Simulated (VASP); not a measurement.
Input of a VASP 6.6.1 run:

The input INCAR:

```
SYSTEM = Sc2InSb3
  ALGO = Normal
  EDIFF = 1E-6
  EDIFFG = -0.01
  ENCUT = 520
  GGA = PE
  IBRION = 2
  ISIF = 3
  ISMEAR = 0
  KPAR = 4
  LASPH = .TRUE.
  LCHARG = .FALSE.
  LREAL = .FALSE.
  LWAVE = .FALSE.
  NELM = 120
  NSW = 90
  PREC = Accurate
  SIGMA = 0.1
```

File KPOINTS:

```
k-points
0
G
  8 8 4
  0 0 0
```

File POSCAR:

```
Sc2InSb3
1.0
    4.3166014800      0.0000000000      0.0000000000
   -2.1583007400      3.7382865400      0.0000000000
    0.0000000000      0.0000000000     10.7770000000
Sc In Sb
2 1 3
Direct
    0.0000000000      0.0000000000      0.4580124300
    0.6666666700      0.3333333300      0.1574649700
    0.0000000000      0.0000000000      0.7631994100
    0.6666666700      0.3333333300      0.6203952900
    0.0000000000      0.0000000000      0.0187436200
    0.3333333300      0.6666666700      0.3122390300
```

Potentials or basis: VASP PAW PBE potentials, release 64 (Sc_sv, In_d, Sb).

Run with:

```bash
$ cat potpaw_PBE.64/Sc_sv/POTCAR potpaw_PBE.64/In_d/POTCAR potpaw_PBE.64/Sb/POTCAR > POTCAR
$ mpirun -np 4 vasp_std > vasp.out
```

**Question.** Estimate the band gap on the k mesh.

**Answer.** None (metal or under the smearing width).

**Question.** What does it give for the space group after relaxing (to 0.05 Å)?

**Answer.** P3m1 (No. 156).

**Question.** What does it give for the relaxed cell?

**Answer.** a = 4.314 Å, b = 4.314 Å, c = 10.810 Å, α = 90.00°, β = 90.00°, γ = 120.00°.

**Question.** Predict the relaxed volume.

**Answer.** 29.04 Å³/atom.

Final structure:
```
Sc In Sb
1.0
     4.31409    0.00000    0.00000
    -2.15705    3.73611    0.00000
     0.00000    0.00000   10.81028
Sc In Sb
2 1 3
Direct
  0.00000 0.00000 0.45690
  0.66667 0.33333 0.15708
  0.00000 0.00000 0.76367
  0.66667 0.33333 0.62034
  0.00000 0.00000 0.01920
  0.33333 0.66667 0.31288
```

The run has no spin-orbit coupling, so splittings on Sb are missing.
